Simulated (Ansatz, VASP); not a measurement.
**SiC (Moissanite 3C) in two plane-wave programs**

Wanted: the spread between two codes on one cell, functional and k mesh. The cell is taken from a series of runs on this material, whose earlier steps may have relaxed, scaled, displaced or heated it; both programs get it as it stands.

Program: Ansatz 0.2.0. Level of theory: plane waves, with VASP 6.6.1 beside it; single point at r2SCAN. Results are calculated unless marked as measured.

**1. Starting point**

It takes space group F-43m (No. 216, cubic). The conventional cell has a = 4.298 Å, b = 4.298 Å, c = 4.298 Å, α = 90.00°, β = 90.00°, γ = 90.00°. Si has 4 C at 1.86 Å nearest. C has 4 Si at 1.86 Å nearest. Farther neighbours are not listed.

**2. VASP: single point, r2SCAN**

A single point gives forces, pressure and levels at one fixed geometry, so differences don't come from the geometry; what else differs is listed under the comparison.

Lines of VASP's logs that name or quote its potential files are left out, and so is its time.

Input file INCAR:

```
SYSTEM = SiC
PREC = Accurate
ENCUT = 580
EDIFF = 1E-06
NELM = 120
ISMEAR = 0
SIGMA = 0.01
LREAL = .FALSE.
ALGO = Normal
METAGGA = R2SCAN
LASPH = .TRUE.
NBANDS = 10
LORBIT = 11
LWAVE = .FALSE.
LCHARG = .FALSE.
ISIF = 2
GGA_COMPAT = .FALSE.
EFERMI = MIDGAP
LMIXTAU = .TRUE.
```

Input file POSCAR:

```
SiC
1.0
    0.0000000000      2.1488908024      2.1488908024
    2.1488908024      0.0000000000      2.1488908024
    2.1488908024      2.1488908024      0.0000000000
Si C
1 1
Direct
    0.0000000000      0.0000000000      0.0000000000
    0.7500000000      0.7500000000      0.7500000000
```

Input file KPOINTS:

```
Automatic mesh
0
Gamma
8 8 8
0 0 0
```

PAW data sets: Si and C (PBE family, release 64).

The run is started by

```sh
mpirun -np 1 vasp_std
```

Numbers of over 12 decimals in the logs are rounded to 6 here.

The program printed:

```text
[banner, memory and clock lines left out]
running    1 mpi-ranks, on    1 nodes
 distrk:  each k-point on    1 cores,    1 groups
 distr:  one band on    1 cores,    1 groups

 POSCAR found type information on POSCAR SiC
 POSCAR found :  2 types and       2 ions
|                                                                             |
|               ----> ADVICE to this user running VASP <----                  |
|                                                                             |
|     You enforced a specific xc type in the INCAR file but a different       |
|     [... a line on the potential file left out ...]
|     I HOPE YOU KNOW WHAT YOU ARE DOING!                                     |
|                                                                             |

 LDA part: xc-table for (None), standard interpolation
 POSCAR, INCAR and KPOINTS ok, starting setup
 FFT: planning ... GRIDC
 FFT: planning ... GRID_SOFT
 FFT: planning ... GRID
 WAVECAR not read
 entering main loop
       N       E                     dE             d eps       ncg     rms          rms(c)
DAV:   1     0.179981307583E+01    0.17998E+01   -0.45448E+03   588   0.770E+02
DAV:   2    -0.216498906590E+02   -0.23450E+02   -0.22383E+02   736   0.126E+02
DAV:   3    -0.223770991751E+02   -0.72721E+00   -0.72612E+00   684   0.193E+01
DAV:   4    -0.223800532355E+02   -0.29541E-02   -0.29539E-02   666   0.155E+00
DAV:   5    -0.223800661272E+02   -0.12892E-04   -0.12892E-04   686   0.965E-02    0.966E+00
DAV:   6    -0.191141692217E+02    0.32659E+01   -0.53764E+00   630   0.128E+01    0.569E+00
DAV:   7    -0.190810787770E+02    0.33090E-01   -0.75449E-01   660   0.511E+00    0.195E+00
DAV:   8    -0.190630982216E+02    0.17981E-01   -0.41026E-01   588   0.483E+00    0.154E+00
DAV:   9    -0.192803237645E+02   -0.21723E+00   -0.53935E-02   594   0.213E+00    0.635E-01
DAV:  10    -0.192889804443E+02   -0.86567E-02   -0.78113E-03   602   0.835E-01    0.312E-01
DAV:  11    -0.193045433367E+02   -0.15563E-01   -0.63253E-03   584   0.797E-01    0.449E-02
DAV:  12    -0.193025345536E+02    0.20088E-02   -0.20365E-03   584   0.388E-01    0.939E-02
DAV:  13    -0.193032303123E+02   -0.69576E-03   -0.43644E-04   604   0.134E-01    0.511E-02
DAV:  14    -0.193033509390E+02   -0.12063E-03   -0.92450E-05   590   0.938E-02    0.118E-02
DAV:  15    -0.193033659846E+02   -0.15046E-04   -0.29363E-06   708   0.163E-02    0.661E-03
DAV:  16    -0.193033495511E+02    0.16434E-04   -0.22121E-06   574   0.127E-02    0.571E-03
DAV:  17    -0.193033476485E+02    0.19026E-05   -0.45781E-07   300   0.596E-03    0.473E-03
DAV:  18    -0.193033423170E+02    0.53315E-05   -0.85279E-08   296   0.275E-03    0.762E-04
DAV:  19    -0.193033431915E+02   -0.87454E-06   -0.18667E-08   296   0.111E-03
   1 F= -.19303343E+02 E0= -.19303343E+02  d E =0.000000E+00
```

From OUTCAR (step 2):

```text
ion  position               nearest neighbor table
   1  0.000  0.000  0.000-   2 1.86   2 1.86   2 1.86   2 1.86
   2  0.750  0.750  0.750-   1 1.86   1 1.86   1 1.86   1 1.86

  LATTYP: Found a face centered cubic cell.
 ALAT       =     4.2977816048

 Subroutine GETGRP returns: Found 24 space group operations
 (whereof 24 operations were pure point group operations)

The static configuration has the point symmetry T_d .

 Found     29 irreducible k-points:

   k-points           NKPTS =     29   k-points in BZ     NKDIM =     29   number of bands    NBANDS=     10

   dimension x,y,z NGX =    24 NGY =   24 NGZ =   24
   dimension x,y,z NGXF=    48 NGYF=   48 NGZF=   48

   ENCUT  =  580.0 eV  42.63 Ry    6.53 a.u.   5.97  5.97  5.97*2*pi/ulx,y,z

   NELECT =       8.0000    total number of electrons

 k-points in reciprocal lattice and weights: Automatic mesh
   0.00000000  0.00000000  0.00000000       0.002
   0.12500000  0.00000000  0.00000000       0.016
   0.25000000  0.00000000  0.00000000       0.016
   0.37500000  0.00000000  0.00000000       0.016
   0.50000000  0.00000000  0.00000000       0.008
   0.12500000  0.12500000  0.00000000       0.012
   0.25000000  0.12500000  0.00000000       0.047
   0.37500000  0.12500000  0.00000000       0.047
   0.50000000  0.12500000  0.00000000       0.047
[...]
-0.37500000  0.50000000  0.12500000       0.023
  -0.25000000  0.50000000  0.25000000       0.012

 average (electrostatic) potential at core
       1 -82.7402       2 -46.0867

 E-fermi :   9.3034

 k-point     1 :       0.0000    0.0000    0.0000
  band No.  band energies     occupation
      1      -8.0605      2.00000
      2       8.4550      2.00000
      3       8.4550      2.00000
      4       8.4550      2.00000
      5      15.8167      0.00000
      6      16.6224      0.00000
      7      16.6224      0.00000
      8      16.6224      0.00000
      9      23.9244      0.00000
    ...

 k-point     2 :       0.1250    0.0000    0.0000
  band No.  band energies     occupation
      1      -7.7344      2.00000
      2       6.8988      2.00000
      3       8.2434      2.00000
      4       8.2434      2.00000
      5      15.9355      0.00000
      6      17.0041      0.00000
      7      17.0041      0.00000
      8      17.3535      0.00000
      9      22.6680      0.00000
    ...

 k-point     3 :       0.2500    0.0000    0.0000
  band No.  band energies     occupation
      1      -6.7821      2.00000
      2       3.9107      2.00000
      3       7.8150      2.00000
      4       7.8150      2.00000
      5      15.4136      0.00000
      6      17.2224      0.00000
      7      17.2224      0.00000
      8      19.0289      0.00000
      9      22.5638      0.00000
    ...

  Total        1.1916122      1.1916122      1.1916122      0.0000000      0.0000000      0.0000000
  in kB       96.1994295     96.1994295     96.1994295      0.0000000      0.0000000      0.0000000
  external PRESSURE =      96.1994295 kB  Pullay stress =       0.0000000 kB

  energy-cutoff  :      580.00
  volume of cell :       19.85
      direct lattice vectors                 reciprocal lattice vectors
     0.000000000  2.148890802  2.148890802    -0.232678180  0.232678180  0.232678180
     2.148890802  0.000000000  2.148890802     0.232678180 -0.232678180  0.232678180
     2.148890802  2.148890802  0.000000000     0.232678180  0.232678180 -0.232678180

 POSITION                                       TOTAL-FORCE (eV/Angst)
 -----------------------------------------------------------------------------------
      0.00000      0.00000      0.00000         0.000000      0.000000      0.000000
      3.22334      3.22334      3.22334        -0.000000     -0.000000     -0.000000
 -----------------------------------------------------------------------------------
    total drift:                               -0.000000     -0.000000     -0.000000

  FREE ENERGIE OF THE ION-ELECTRON SYSTEM (eV)
  ---------------------------------------------------
  free  energy   TOTEN  =       -19.3033431915 eV

  energy  without entropy=      -19.3033431915  energy(sigma->0) =      -19.30334319

 total charge
# of ion       s       p       d       tot
------------------------------------------
    1        0.706   1.012   0.000   1.719
    2        0.855   1.756   0.000   2.611
--------------------------------------------------
tot          1.561   2.769   0.000   4.330

[... 3 further parts left out ...]
```

The run ends at a pressure of 9.62 GPa.

**3. Ansatz: single point, r2SCAN**

Ansatz runs on its PAW soft_1 files.

The same cell, functional, mesh and smearing now go to Ansatz, which takes its cutoff from its data sets.

Input file input.yaml:

```yaml
crystal:
  lattice:
    - [0.0, 2.1488908024, 2.1488908024]
    - [2.1488908024, 0.0, 2.1488908024]
    - [2.1488908024, 2.1488908024, 0.0]
  atoms:
    - { symbol: Si, position: [0.0, 0.0, 0.0] }
    - { symbol: C, position: [0.75, 0.75, 0.75] }
kpoints:
  mp_grid: { grid: [8, 8, 8] }
  band_path:
    path:
      - [[0.0, 0.0, 0.0], [-0.5, -0.5, 0.0], [-0.375, -0.375, 0.25]]
      - [[-0.375, 0.0, 0.375], [0.0, 0.0, 0.0], [0.0, 0.0, 0.5], [-0.5, -0.25, 0.25], [-0.5, -0.5, 0.0]]
    npoints: 8
hamiltonian:
  xc: r2scan
  pseudopotentials: { kind: paw, azcp: { folder: soft_1 } }
scf:
  occupations: { method: gaussian, width: 0.01 }
  n_extra_bands: 8
output:
  eigenvalues: true
  boltztrap: { nscf_kmesh: [16, 16, 16] }
checkpoint:
  read: start.run
  write: ck
  compress: false
  write_wavefunctions: false
  write_every: 100000
```

The run is started by

```sh
ansatz run input.yaml --threads 4 --pin off --max-ram 9216MiB --backend cpu --events-out ev --progress --plain --runs-dir out
```

The program printed:

```text
scf.n_extra_bands = 8 over 4 filled bands (N_el = 8.0): the run solves 12 bands
Engine: ansatz 0.2.0, x86_64-unknown-linux-gnu
Pseudopotentials: kind: paw
Pseudopotential: Si, paw, valence charge 4, recommended cutoff 500 eV (meta_gga), soft_1/Si.paw.azcp
Pseudopotential: C, paw, valence charge 4, recommended cutoff 500 eV (meta_gga), soft_1/C.paw.azcp
Functional definition: r2SCAN
  parameter k0 = 0.174
  parameter k1 = 0.065
  parameter a1 = 4.9479
  exchange = r2scan_x(k0 = k0, k1 = k1, a1 = a1)
  correlation = r2scan_c
Crystal: 2 atoms, lattice volume = 19.846 Å³
Basis set: ecut = 500 eV, 531 PW (Γ), exchange–correlation on 96×96×96 points (64 copies of the dense FFT grid, shifted against one another)
Bands: 12, of which v1, the nominal top of the filled ones, is band 4 counted from 1 (3 counted from 0)
Symmetry: 24 space group operations
Space group: F-43m (ITA 216), of the structure as read, at distance tolerance 2.7e-5 Å
k-points: 29 of 512 (time reversal used)
Non-local potential: Si, projectors of the file, l = 0: 2, l = 1: 2, l = 2: 1
Non-local potential: C, projectors of the file, l = 0: 2, l = 1: 2, l = 2: 1
PAW form: soft (Blöchl's): semilocal exchange-correlation on the pseudo side does not see the compensation charge
PAW frozen core: Si, regenerated for the run's functional (the file was generated under x = pbe(κ = 0.804, μ = 0.219515), c = pbe(β = 0.066725))
PAW frozen core: C, regenerated for the run's functional (the file was generated under x = pbe(κ = 0.804, μ = 0.219515), c = pbe(β = 0.066725))
PAW one-centre angular grid: Si, 302 points (default); XC on 160 Gauss nodes
PAW one-centre angular grid: C, 302 points (default); XC on 219 of its mesh's 2255 points in the sphere
Initial density: read from a saved state, or passed on in memory by an earlier SCF of this step, an earlier step, the calling program or the single point that the run made first
Stability of the state it starts from, as read at its close in the unpolarized treatment: not read negative (Ritz values of 1 − χ₀K, real part plus size of imaginary part, from 0.79 to 1.1, by its mixing steps under the symmetry group of the SCF that read it)
Initial wavefunctions: pseudopotential atomic-orbital guess
Functional: x = r2scan, c = r2scan; τ floored in thin density (d = 2e-4 eV/Å³)
iter 1 solved again at ethr=3.44e-8 eV; its pass at ethr=3.10e-3 eV (dr2=2.76e-6 eV) is discarded
SCF iter   1: F=—  HF=-891.304276 eV  |F-HF|=—  |Δ(HF+E_count)|=         —  Δρ=3.36e-6  dr2=7.44e-10  dr2_τ=8.89e-11  ethr=3.44e-8  ⟨swp⟩=3.2  Hψ=3656  notcnv=0
preconditioner: auto → none  [insulator: Δε(μ)=1.682 eV  Ē_g=20.448 eV  σ=0.010 eV  W_gap=1.00  n_scr=0 (ndim 8)  ℏωp=23.6 eV  f_vac=0.000  D(μ)=0.00/eV (n_scr^D=0)  ε∞_Penn≈2.3]
SCF iter   2: F=-891.304276 eV  HF=-891.304276 eV  |F-HF|=3.52e-10  |Δ(HF+E_count)|=  7.92e-10  Δρ=1.78e-6  dr2=2.10e-10  dr2_τ=1.65e-11  ethr=9.29e-12  ⟨swp⟩=4.0  Hψ=993  notcnv=0
SCF 1 converged in 2 iterations: F = -891.304276 eV  dr2 = 2.10e-10
  greatest PAW one-centre occupation: 0.664 electrons in one spin orbital (limit 2), on the C atom at site 1 (counted from 0), in its partial waves of l = 0
NSCF: frozen V_eff on 50 k-points
NSCF: frozen V_eff on 145 k-points
SCF converged after 2 iterations
Free energy (F): -891.304276 eV
Harris-Foulkes:  -891.304276 eV  (|F-HF|=3.52e-10)
Internal energy: -891.304276 eV  (E = F + TS)
E sigma→0 (E₀):  -891.304276 eV
Fermi energy:    10.737772 eV
--- Per-component energies (eV) ---
  E_band       = 28.830471
  E_kinetic    = 136.085854
  E_local      = -92.469445  (includes V_loc(G=0)·N_el)
  E_nonlocal   = 44.431314
  E_hartree    = 31.871468
  E_xc         = -102.232343
  E_vxc        = -118.887985  (∫ρ·V_xc dr)
  E_paw        = -620.115902  (= ΣΔE_a)
  E_vpaw       = -9.584431  (= ΣTr[D̂ρ^β])
  E_aug_tail   = 0.000014  (compensation charges beyond the density's cutoff)
  E_vtau       = 5.512257  (kinetic-family band-sum trace: ∫τ·v_τ [+ j·A + Jᵃ·Aᵃ] dr)
  E_ewald      = -288.774030
  E_core_change = -0.101207  (= ΣΔE_core)
  E_smearing   = -0.000000  (= −TS)
  E_closure    = 0.000000  (closes the sum)
  Σ components = -891.304276   (vs F -891.304276, Δ=0.00e0)
--- Band table (eV; the first three rows and the last of 29) ---
  k-point 0: bands = [-6.6259, 9.8968, 9.8968, 9.8968, 17.2055, 18.0574, 18.0574, 18.0574, ... 4 higher]
  k-point 1: bands = [-6.3000, 8.3379, 9.6850, 9.6850, 17.3463, 18.4369, 18.4369, 18.7691, ... 4 higher]
  k-point 2: bands = [-5.3481, 5.3469, 9.2560, 9.2560, 16.8314, 18.6506, 18.6506, 20.4407, ... 4 higher]
  k-point 28: bands = [-1.0985, 2.5956, 4.5224, 4.9188, 15.6792, 20.3581, 20.5600, 20.5957, ... 4 higher]
```

**4. Comparison**

Known differences besides the potentials themselves: VASP keeps PBE cores, Ansatz makes them for the functional; the cutoff is 500 eV in Ansatz and 580 eV in VASP. Total energies have different zeros and are not compared.

The two programs side by side:

| quantity | Ansatz | VASP | difference |
| --- | --- | --- | --- |
| gap on the k mesh (eV) | 1.682 | 1.697 | -0.015 |

A gap on the mesh is an upper bound, since the band edges may lie between its points.

**5. What came out**

```
difference in gap on the k mesh (single point, r2SCAN) : -0.015 eV
```

What this shows: The difference in gap on the k mesh is -0.015 eV (single point, r2SCAN), within the 0.08 eV picked in this series as the mark of a large difference. Such differences can come from data sets, numerical settings and the points named under the comparisons, not from the functional's error against experiment.

[Lines on the potential files, build, host, timing and source positions are cut from VASP's logs without a mark.]

[Logs are printed without paths, hosts, clocks, repeated set-up lines and the standing remarks that a program may print on its own settings, such as how far it seeks lower states.]

[Hosts, paths, dates, database ids (printed as entryN), source tags and the programs' standing remarks are cut or masked in the printed files.]
